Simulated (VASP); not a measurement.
Data:

```
CELL_PARAMETERS angstrom
      3.13374     0.00000     0.00000
     -1.56687     2.71390     0.00000
      0.00000     0.00000     4.95888
ATOMIC_POSITIONS crystal
  Si 0.33333 0.66667 0.25000
  Si 0.66667 0.33333 0.75000
  C  0.33333 0.66667 0.75000
  C  0.66667 0.33333 0.25000
```

The numbers are results of r2SCAN meta-GGA, VASP's PBE PAW potentials (set 64) (plane waves; VASP), not measurements. Numerical set-up: 520 eV cut-off, 9×9×5 Γ-centred mesh, tetrahedra with Blöchl corrections, potentials Si C.

Give the energies of bands 3 to 11 at the high-symmetry points, in eV from the valence-band maximum.

| band | Γ | M | K | A | L | H |
|---|---|---|---|---|---|---|
| 3 | -10.08 | -10.73 | -9.60 | -5.57 | -11.13 | -10.65 |
| 4 | -4.65 | -9.35 | -9.29 | -5.57 | -11.13 | -10.65 |
| 5 | -4.65 | -6.79 | -9.29 | -4.05 | -5.67 | -8.54 |
| 6 | -3.35 | -6.52 | -6.99 | -4.05 | -5.67 | -8.54 |
| 7 | -3.35 | -4.55 | -5.32 | -4.05 | -3.21 | -2.40 |
| 8 | 0.00 | -4.27 | -5.32 | -4.05 | -3.21 | -2.40 |
| 9 | 2.02 | 0.22 | 2.01 | 3.37 | 1.58 | 1.59 |
| 10 | 3.97 | 3.40 | 5.99 | 3.37 | 1.58 | 1.59 |
| 11 | 4.34 | 4.28 | 6.19 | 4.94 | 2.04 | 5.34 |

The gap is indirect, 0.22 eV, from the valence maximum at Γ to the conduction minimum at M.

The structure was generated: SiC was put into the h-BN type (P6_3/mmc), which need not be its known phase. It was relaxed first, which changed the volume by -46 %.
